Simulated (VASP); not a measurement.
# Tl3Mo (Im-3m) in VASP: further runs

The runs below take Tl3Mo through single point, relaxation of cell and atoms, with PBE.

Program: VASP 6.6.1. These are calculated values, not measurements. Logs are shortened: lines on timing, memory, paths and dates and some standing lists are left out, and cuts for length are marked.

**1. The cell of the first run**

Symmetry: Im-3m, No. 229, cubic system. Conventional cell: a = 6.017 Å, b = 6.017 Å, c = 6.017 Å, α = 90.00°, β = 90.00°, γ = 90.00°. Tl (site symmetry 4/mmm) has 4 Tl at 3.01 Å and 2 Mo at 3.01 Å as nearest neighbours. Mo (site symmetry m-3m) is surrounded by 6 Tl at 3.01 Å.

The cell was built by a generator and needn't be a form met in nature.

**2. Single point, PBE (species swapped into the Sb3Au type (Im-3m, No. 229))**

The input, INCAR:

```
SYSTEM = Tl3Mo
ALGO = Normal
EDIFF = 1E-6
ENCUT = 520
GGA = PE
ISIF = 2
ISMEAR = 0
LASPH = .TRUE.
LCHARG = .TRUE.
LELF = .TRUE.
LREAL = .FALSE.
LVHAR = .TRUE.
LWAVE = .FALSE.
NBANDS = 34
NELM = 100
PREC = Accurate
SIGMA = 0.1
```

The input, KPOINTS:

```
k-points
0
G
  10 10 10
  0 0 0
```

The input, POSCAR:

```
Tl3Mo
1.0
   -3.0084938176      3.0084938176      3.0084938176
    3.0084938176     -3.0084938176      3.0084938176
    3.0084938176      3.0084938176     -3.0084938176
Tl Mo
3 1
Direct
    0.0000000000      0.5000000000      0.5000000000
    0.5000000000      0.0000000000      0.5000000000
    0.5000000000      0.5000000000      0.0000000000
    0.0000000000      0.0000000000      0.0000000000
```

Potentials or basis: VASP PAW PBE potentials, release 64 (Tl_d, Mo_sv).

On the command line:

```bash
$ cat potpaw_PBE.64/Tl_d/POTCAR potpaw_PBE.64/Mo_sv/POTCAR > POTCAR
$ mpirun -np 1 vasp_std > vasp.out
```

OUTCAR:

```text
SYSTEM = Tl3Mo
   EDIFF = 1E-6
   ENCUT = 520
   GGA = PE
   ISIF = 2
   ISMEAR = 0
   LASPH = .TRUE.
   LREAL = .FALSE.
   NELM = 100
   PREC = Accurate

 ion  position               nearest neighbor table
   1  0.000  0.500  0.500-   2 3.01   3 3.01   4 3.01   4 3.01   3 3.01   2 3.01
   2  0.500  0.000  0.500-   1 3.01   3 3.01   4 3.01   3 3.01   4 3.01   1 3.01
   3  0.500  0.500  0.000-   1 3.01   2 3.01   4 3.01   2 3.01   1 3.01   4 3.01
   4  0.000  0.000  0.000-   1 3.01   2 3.01   3 3.01   1 3.01   2 3.01   3 3.01

  LATTYP: Found a body centered cubic cell.
 ALAT       =     6.0169876352

  Lattice vectors:

 A1 = (  -3.0084938176,   3.0084938176,   3.0084938176)
 A2 = (   3.0084938176,  -3.0084938176,   3.0084938176)
 A3 = (   3.0084938176,   3.0084938176,  -3.0084938176)

Analysis of symmetry for initial positions (statically):
=====================================================================
 Subroutine PRICEL returns:
 Original cell was already a primitive cell.

 Routine SETGRP: Setting up the symmetry group for a
 body centered cubic supercell.

 Subroutine GETGRP returns: Found 48 space group operations
 (whereof 48 operations were pure point group operations)
 out of a pool of 48 trial point group operations.

The static configuration has the point symmetry O_h .

Analysis of symmetry for dynamics (positions and initial velocities):
=====================================================================
 Subroutine PRICEL returns:
 Original cell was already a primitive cell.

 Routine SETGRP: Setting up the symmetry group for a
 body centered cubic supercell.

 Subroutine GETGRP returns: Found 48 space group operations
 (whereof 48 operations were pure point group operations)
 out of a pool of 48 trial point group operations.

The dynamic configuration has the point symmetry O_h .

 Subroutine INISYM returns: Found 48 space group operations
 (whereof 48 operations are pure point group operations),
 and found     1 'primitive' translations

----------------------------------------------------------------------------------------

                                     Primitive cell

  volume of cell :     108.9199

  direct lattice vectors                    reciprocal lattice vectors
    -3.008493818  3.008493818  3.008493818     0.000000000  0.166196120  0.166196120
     3.008493818 -3.008493818  3.008493818     0.166196120  0.000000000  0.166196120
     3.008493818  3.008493818 -3.008493818     0.166196120  0.166196120  0.000000000

  length of vectors
     5.210864146  5.210864146  5.210864146     0.235036807  0.235036807  0.235036807

  position of ions in fractional coordinates (direct lattice)
     0.000000000  0.500000000  0.500000000
     0.500000000  0.000000000  0.500000000
     0.500000000  0.500000000  0.000000000
     0.000000000  0.000000000  0.000000000

  ion indices of the primitive-cell ions
   primitive index   ion index
                 1           1
                 2           2
                 3           3
                 4           4

----------------------------------------------------------------------------------------

 KPOINTS: k-points

Automatic generation of k-mesh.
 Grid dimensions read from file:
 generate k-points for:   10   10   10

 Generating k-lattice:

  Cartesian coordinates                     Fractional coordinates (reciprocal lattice)
     0.000000000  0.016619612  0.016619612     0.100000000  0.000000000  0.000000000
     0.016619612  0.000000000  0.016619612     0.000000000  0.100000000  0.000000000
     0.016619612  0.016619612  0.000000000     0.000000000  0.000000000  0.100000000

  Length of vectors
     0.023503681  0.023503681  0.023503681

  Shift w.r.t. Gamma in fractional coordinates (k-lattice)
     0.000000000  0.000000000  0.000000000

 Subroutine IBZKPT returns following result:
 ===========================================

 Found     47 irreducible k-points:

 Following reciprocal coordinates:
            Coordinates               Weight
  0.000000  0.000000  0.000000      1.000000
  0.100000  0.000000  0.000000     12.000000
  0.200000  0.000000  0.000000     12.000000
  0.300000  0.000000  0.000000     12.000000
  0.400000  0.000000  0.000000     12.000000
  0.500000  0.000000  0.000000      6.000000
[... 16 lines left out ...]
  0.300000  0.300000  0.100000      8.000000
 -0.300000  0.300000  0.100000     24.000000
 [... further k-points ...]
   k-points           NKPTS =     47   k-points in BZ     NKDIM =     47   number of bands    NBANDS=     34
   number of dos      NEDOS =    301   number of ions     NIONS =      4
   total plane-waves  NPLWV =  64000
   dimension x,y,z NGX =    40 NGY =   40 NGZ =   40
   dimension x,y,z NGXF=    80 NGYF=   80 NGZF=   80
   ions per type =               3   1
   NGX,Y,Z   is equivalent  to a cutoff of  12.76, 12.76, 12.76 a.u.
   NGXF,Y,Z  is equivalent  to a cutoff of  25.52, 25.52, 25.52 a.u.
 SYSTEM =  Tl3Mo
   PREC   = accura    normal or accurate (medium, high low for compatibility)
   ISTART =      0    job   : 0-new  1-cont  2-samecut
   ICHARG =      2    charge: 1-file 2-atom 10-const
   ISPIN  =      1    spin polarized calculation?
   LNONCOLLINEAR =      F non collinear calculations
   LSORBIT =      F    spin-orbit coupling
   LASPH  =      T    aspherical Exc in radial PAW
   ENCUT  =  520.0 eV  38.22 Ry    6.18 a.u.   9.69  9.69  9.69*2*pi/ulx,y,z
   NELM   =    100;   NELMIN=  2; NELMDL= -5     # of ELM steps
   EDIFF  = 0.1E-05   stopping-criterion for ELM
   LREAL  =      F    real-space projection
   EDIFFG = 0.1E-04   stopping-criterion for IOM
   NSW    =      0    number of steps for IOM
   IBRION =     -1    ionic relax: 0-MD 1-quasi-New 2-CG
   NFREE  =      0    steps in history (QN), initial steepest desc. (CG)
   ISIF   =      2    stress and relaxation
   ISYM   =      2    0-nonsym 1-usesym 2-fastsym
   POTIM  = 0.5000    time-step for ionic-motion
   TEBEG  =    0.0;   TEEND  =   0.0 temperature during run
   PSTRESS=    0.0 pullay stress
   NELECT =      53.0000    total number of electrons
   NUPDOWN=      -1.0000    fix difference up-down
   EMIN   =  10.00;   EMAX   =-10.00  energy-range for DOS
   EFERMI =   0.00;   METHOD = LEGACY
   ISMEAR =     0;   SIGMA  =   0.10  broadening in eV -4-tet -1-fermi 0-gaus
   EFERMI_NEDOS =   21; number of points for ismear=-14 and -15
   IALGO  =     38    algorithm
   IMIX   =      4    mixing-type and parameters
     AMIX     =   0.40;   BMIX     =  1.00
     AMIX_MAG =   1.60;   BMIX_MAG =  1.00
  volume/ion in A,a.u.               =      27.23       183.76
  Fermi-wavevector in a.u.,A,eV,Ry     =   1.287650  2.433305 22.559021  1.658041
  Thomas-Fermi vector in A             =   2.419651
   LORBIT       =      0    0 simple, 1 ext, 2 COOP (PROOUT), +10 PAW based schemes
   GGA     = PE    functional components
   LHFCALC =     F    Hartree Fock is set to
   AEXX    =    0.0000 exact exchange contribution
   IVDW    =     0    specifies the selected vdW correction
   LEPSILON=     F    determine dielectric tensor
   LRPA    =     F    only Hartree local field effects (RPA)
 non-spin polarized calculation
 Gauss-broadening in eV      SIGMA  =   0.10
  energy-cutoff  :      520.00
  volume of cell :      108.92
 maximum number of plane-waves:      2988
   NGX = 19   NGY = 19   NGZ = 19

 number of electron      52.9999996 magnetization

 Free energy of the ion-electron system (eV)
  ---------------------------------------------------
  ext. energy  EPLUGINS =         0.00000000
  ---------------------------------------------------
  free energy    TOTEN  =       -13.31279083 eV

  energy without entropy =      -13.25904179  energy(sigma->0) =      -13.28591631

 E-fermi :   6.4719     XC(G=0): -10.3560

 val. band max:        6.4598866232   @ k =   0.2000   0.2000   0.0000
 cond. band min:       6.4792554908   @ k =   0.4000   0.1000   0.1000
 fundamental gap:      0.0193688676
 Fermi energy:         6.4719359082

 k-point     1 :       0.0000    0.0000    0.0000
  band No.  band energies     occupation
      1     -54.2463      2.00000
      2     -28.3250      2.00000
      3     -28.3250      2.00000
      4     -28.3250      2.00000
      5      -5.7785      2.00000
      6      -5.7785      2.00000
[... 26 lines left out ...]
     33       8.0342      0.00000
     34      10.4940      0.00000

 k-point     2 :       0.1000    0.0000    0.0000
  band No.  band energies     occupation
      1     -54.2463      2.00000
      2     -28.3252      2.00000
      3     -28.3251      2.00000
      4     -28.3250      2.00000
      5      -5.7670      2.00000
      6      -5.7448      2.00000
[... 26 lines left out ...]
     33       8.9532      0.00000
     34      10.9716      0.00000

 k-point     3 :       0.2000    0.0000    0.0000
  band No.  band energies     occupation
      1     -54.2463      2.00000
      2     -28.3257      2.00000
      3     -28.3255      2.00000
      4     -28.3251      2.00000
      5      -5.7388      2.00000
      6      -5.6457      2.00000
[... 26 lines left out ...]
     33      10.1173      0.00000
     34      11.7201      0.00000

 k-point     4 :       0.3000    0.0000    0.0000
  band No.  band energies     occupation
      1     -54.2463      2.00000
      2     -28.3263      2.00000
      3     -28.3259      2.00000
      4     -28.3252      2.00000
      5      -5.7078      2.00000
      6      -5.4877      2.00000
[... 26 lines left out ...]
     33      11.4432      0.00000
     34      12.1803      0.00000

 k-point     5 :       0.4000    0.0000    0.0000
  band No.  band energies     occupation
      1     -54.2463      2.00000
      2     -28.3268      2.00000
      3     -28.3263      2.00000
      4     -28.3252      2.00000
      5      -5.6856      2.00000
      6      -5.2834      2.00000
[... 621 lines left out ...]
 k-point    22 :      -0.2000    0.2000    0.1000
  band No.  band energies     occupation
      1     -54.2463      2.00000
      2     -28.3261      2.00000
      3     -28.3252      2.00000
      4     -28.3251      2.00000
      5      -5.7589      2.00000
      6      -5.6159      2.00000
[... 26 lines left out ...]
     33       9.6052      0.00000
     34      12.1892      0.00000

 k-point    23 :       0.3000    0.3000    0.1000
  band No.  band energies     occupation
      1     -54.2462      2.00000
      2     -28.3267      2.00000
      3     -28.3267      2.00000
      4     -28.3264      2.00000
      5      -5.3451      2.00000
      6      -5.1281      2.00000
[... 26 lines left out ...]
     33      12.0183      0.00000
     34      12.2709      0.00000

 k-point    24 :      -0.3000    0.3000    0.1000
  band No.  band energies     occupation
      1     -54.2463      2.00000
      2     -28.3265      2.00000
      3     -28.3257      2.00000
      4     -28.3252      2.00000
      5      -5.7245      2.00000
      6      -5.5027      2.00000
[... 26 lines left out ...]
     33      10.7829      0.00000
     34      11.3366      0.00000

 [... further k-points ...]

------------------------ aborting loop because EDIFF is reached ----------------------------------------

  FORCE on cell =-STRESS in cart. coord.  units (eV):
  Direction    XX          YY          ZZ          XY          YZ          ZX
  --------------------------------------------------------------------------------------
  -------------------------------------------------------------------------------------
  Total       -0.0206684     -0.0206684     -0.0206684     -0.0000000     -0.0000000      0.0000000
  in kB       -0.3040258     -0.3040258     -0.3040258     -0.0000000     -0.0000000      0.0000000
  external PRESSURE =      -0.3040258 kB  Pullay stress =       0.0000000 kB

 VOLUME and BASIS-vectors are now :
 -----------------------------------------------------------------------------
  energy-cutoff  :      520.00
  volume of cell :      108.92
      direct lattice vectors                 reciprocal lattice vectors
    -3.008493818  3.008493818  3.008493818     0.000000000  0.166196120  0.166196120
     3.008493818 -3.008493818  3.008493818     0.166196120  0.000000000  0.166196120
     3.008493818  3.008493818 -3.008493818     0.166196120  0.166196120  0.000000000

 POSITION                                       TOTAL-FORCE (eV/Angst)
 -----------------------------------------------------------------------------------
      3.00849      0.00000      0.00000        -0.000000      0.000000     -0.000000
      0.00000      3.00849      0.00000         0.000000      0.000000      0.000000
      0.00000      0.00000      3.00849        -0.000000     -0.000000      0.000000
      0.00000      0.00000      0.00000        -0.000000      0.000000      0.000000
 -----------------------------------------------------------------------------------
    total drift:                               -0.000000     -0.000000      0.000000

  FREE ENERGIE OF THE ION-ELECTRON SYSTEM (eV)
  ---------------------------------------------------
  free  energy   TOTEN  =       -13.3127908271 eV

  energy  without entropy=      -13.2590417946  energy(sigma->0) =      -13.28591631
```

It took 2.4 min on 1 thread of Intel Xeon Platinum 8375C at 2.90GHz (Ice Lake), shared host; peak memory 0.33 GiB.

Results:

- Free energy: -13.3128 eV
- Pressure: 0.0 GPa
- Band gap on the k mesh: none (metal or under the smearing width)

Spin-orbit coupling is left out, which matters for the levels of Tl.

[end of part 1 of 2]
